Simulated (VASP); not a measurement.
These are LDA (Ceperley-Alder, Perdew-Zunger), VASP's LDA PAW potentials (set 64) (plane waves; VASP) values and carry that method's errors.

VASP ran on this input.

### INCAR
```
# general
SYSTEM =As
PREC   =Accurate
ENCUT  =520
LREAL  =.FALSE.
LASPH  =.TRUE.

# electronic loop
EDIFF  =1E-7
NELM   =100
ALGO   =Normal
LMAXMIX=4

# smearing
ISMEAR =1
SIGMA  =0.1

# ions
IBRION =2
NSW    =30
ISIF   =4
EDIFFG =-0.01

# output
LWAVE  =.FALSE.
LCHARG =.FALSE.
```

File POSCAR:
```
As
1.0
  3.5707759076  -1.9203514414  -0.0582057042
  3.5707759076   1.9203514414  -0.0582057042
  2.5898236311   0.0000000000   3.1199984073
As
2
Cartesian
  2.2453299102   0.0000000000   0.6930206078
  7.4860455361   0.0000000000   2.3105663911
```

File KPOINTS:
```
Automatic
0
Gamma
  12 12 12
```

POTCAR, in this order: As (LDA.64 set). Program: vasp_std.

Output of the run:

OSZICAR:
```
       N       E                     dE             d eps       ncg     rms          rms(c)
DAV:   1     0.300315395227E+02    0.30032E+02   -0.43667E+03  3402   0.925E+02
DAV:   2    -0.946845417049E+01   -0.39500E+02   -0.38453E+02  5292   0.123E+02
DAV:   3    -0.107765761852E+02   -0.13081E+01   -0.12958E+01  3990   0.272E+01
DAV:   4    -0.107841077672E+02   -0.75316E-02   -0.75293E-02  4273   0.212E+00
DAV:   5    -0.107841255869E+02   -0.17820E-04   -0.17819E-04  3848   0.957E-02    0.327E+00
DAV:   6    -0.107618114640E+02    0.22314E-01   -0.59038E-03  3693   0.514E-01    0.192E+00
DAV:   7    -0.107496237367E+02    0.12188E-01   -0.12108E-02  3599   0.754E-01    0.691E-02
DAV:   8    -0.107496202283E+02    0.35084E-05   -0.22957E-04  3529   0.122E-01    0.229E-02
DAV:   9    -0.107496254193E+02   -0.51909E-05   -0.23086E-05  3858   0.342E-02    0.642E-03
DAV:  10    -0.107496247873E+02    0.63193E-06   -0.30126E-06  3925   0.111E-02    0.212E-03
DAV:  11    -0.107496248548E+02   -0.67497E-07   -0.23029E-07  3244   0.366E-03
   1 F= -.10749625E+02 E0= -.10749630E+02  d E =-.107496E+02
       N       E                     dE             d eps       ncg     rms          rms(c)
DAV:   1    -0.107564899993E+02   -0.68652E-02   -0.30839E-01  3435   0.341E+00    0.132E-01
DAV:   2    -0.107572524223E+02   -0.76242E-03   -0.10074E-02  3938   0.758E-01    0.718E-02
DAV:   3    -0.107571830654E+02    0.69357E-04   -0.11724E-04  3945   0.752E-02    0.330E-02
DAV:   4    -0.107571721733E+02    0.10892E-04   -0.38933E-05  3725   0.381E-02    0.723E-03
DAV:   5    -0.107571720474E+02    0.12590E-06   -0.21347E-06  3655   0.103E-02    0.141E-03
DAV:   6    -0.107571720507E+02   -0.33201E-08   -0.10072E-07  2071   0.254E-03
   2 F= -.10757172E+02 E0= -.10757184E+02  d E =-.754720E-02
       N       E                     dE             d eps       ncg     rms          rms(c)
DAV:   1    -0.107587896093E+02   -0.16176E-02   -0.20762E-01  3435   0.280E+00    0.108E-01
DAV:   2    -0.107592971915E+02   -0.50758E-03   -0.67755E-03  3931   0.620E-01    0.599E-02
DAV:   3    -0.107592479206E+02    0.49271E-04   -0.84519E-05  3908   0.630E-02    0.273E-02
DAV:   4    -0.107592406179E+02    0.73028E-05   -0.27368E-05  3719   0.319E-02    0.630E-03
DAV:   5    -0.107592405230E+02    0.94893E-07   -0.15508E-06  3650   0.873E-03    0.117E-03
DAV:   6    -0.107592405261E+02   -0.31511E-08   -0.71966E-08  1917   0.216E-03
   3 F= -.10759241E+02 E0= -.10759259E+02  d E =-.961567E-02
       N       E                     dE             d eps       ncg     rms          rms(c)
DAV:   1    -0.107613951136E+02   -0.21546E-02   -0.78465E-02  3465   0.168E+00    0.136E-01
DAV:   2    -0.107609624789E+02    0.43263E-03   -0.26545E-03  3544   0.365E-01    0.697E-02
DAV:   3    -0.107607576628E+02    0.20482E-03   -0.70578E-04  4352   0.156E-01    0.169E-02
DAV:   4    -0.107607575192E+02    0.14360E-06   -0.41293E-05  3532   0.505E-02    0.778E-03
DAV:   5    -0.107607565465E+02    0.97267E-06   -0.44161E-06  3811   0.132E-02    0.113E-03
DAV:   6    -0.107607565651E+02   -0.18559E-07   -0.38624E-07  3367   0.480E-03
   4 F= -.10760757E+02 E0= -.10760757E+02  d E =-.151604E-02
       N       E                     dE             d eps       ncg     rms          rms(c)
DAV:   1    -0.107617694073E+02   -0.10129E-02   -0.69634E-02  3462   0.158E+00    0.128E-01
DAV:   2    -0.107613836867E+02    0.38572E-03   -0.23744E-03  3553   0.345E-01    0.655E-02
DAV:   3    -0.107612020477E+02    0.18164E-03   -0.62244E-04  4309   0.147E-01    0.162E-02
DAV:   4    -0.107612017558E+02    0.29194E-06   -0.36513E-05  3537   0.474E-02    0.734E-03
DAV:   5    -0.107612008853E+02    0.87042E-06   -0.38716E-06  3854   0.123E-02    0.108E-03
DAV:   6    -0.107612009024E+02   -0.17065E-07   -0.33390E-07  3340   0.448E-03
   5 F= -.10761201E+02 E0= -.10761176E+02  d E =-.196038E-02
```

File OUTCAR:
```
------------------------ aborting loop because EDIFF is reached ----------------------------------------
  FORCE on cell =-STRESS in cart. coord.  units (eV):
  Direction    XX          YY          ZZ          XY          YZ          ZX
  --------------------------------------------------------------------------------------
  Total       -0.7781137     -0.7775950     -0.7776444      0.0000000      0.0000000     -0.0001601
  in kB      -28.7467716    -28.7276075    -28.7294318      0.0000000      0.0000000     -0.0059135
  external PRESSURE =     -28.7346036 kB  Pullay stress =       0.0000000 kB
  volume of cell :       43.37
      direct lattice vectors                 reciprocal lattice vectors
     3.636255443 -1.900276653 -0.025865738     0.136673264 -0.263119583 -0.116799333
     3.636255443  1.900276653 -0.025865738     0.136673264  0.263119583 -0.116799333
     2.665557769  0.000000000  3.119114377     0.002266768  0.000000000  0.318666672
 POSITION                                       TOTAL-FORCE (eV/Angst)
 -----------------------------------------------------------------------------------
      2.26636      0.00000      0.69951        -0.002830     -0.000000     -0.000873
      7.67171      0.00000      2.36787         0.002830      0.000000      0.000873
 -----------------------------------------------------------------------------------
    total drift:                               -0.000000     -0.000000     -0.000000
  FREE ENERGIE OF THE ION-ELECTRON SYSTEM (eV)
  ---------------------------------------------------
  free  energy   TOTEN  =       -10.7612009024 eV

  energy  without entropy=      -10.7611249659  energy(sigma->0) =      -10.76117559

 reached required accuracy - stopping structural energy minimisation
```
(Selected blocks of OUTCAR.)

### CONTCAR
```
As
   1.00000000000000
     3.6362554428670313   -1.9002766527589070   -0.0258657378485003
     3.6362554428670313    1.9002766527589070   -0.0258657378485003
     2.6655577692810462    0.0000000000000000    3.1191143770227430
  As
     2
Direct
     0.2280486689682331    0.2280486689682331    0.2280486689898426
     0.7719513310317669    0.7719513310317669    0.7719513310101574
```

The compound is As in the a7 structure. This cell is one point of a volume scan, at 1.06 of the reference volume. Symmetry was kept, so distortions that lower it aren't found.
